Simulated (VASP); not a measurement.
SiO$_{2}$ (quartz): the mBJ gap over mesh and path against the volume, with shape and ions relaxed at each volume; PBEsol's own equilibrium is at 12.851 Å³/atom. VASP (PAW), 520 eV cut-off, 6×6×5 Γ-centred mesh, Gaussian smearing of 0.050 eV, potentials Si O. mBJ is a potential without an energy functional, so only the levels count. Fit the value as a straight line in ln V.

```csv
V (Å³/atom),mBJ gap over mesh and path (eV)
11.309,8.544
11.695,8.498
12.08,8.461
12.466,8.430
12.851,8.402
13.237,8.376
```

Task: Fit the rows as the text says and predict the value at 13.622.

Result: The slope against ln V is -1.05 eV, the volume deformation potential of this gap. The line misses the rows by up to 0.007 and gives 8.340 at 13.622. The run gave 8.309, -0.031 from the line.

Left out are failed runs and those whose mesh is unfit for this quantity.

The compound is SiO2 in the quartz structure.
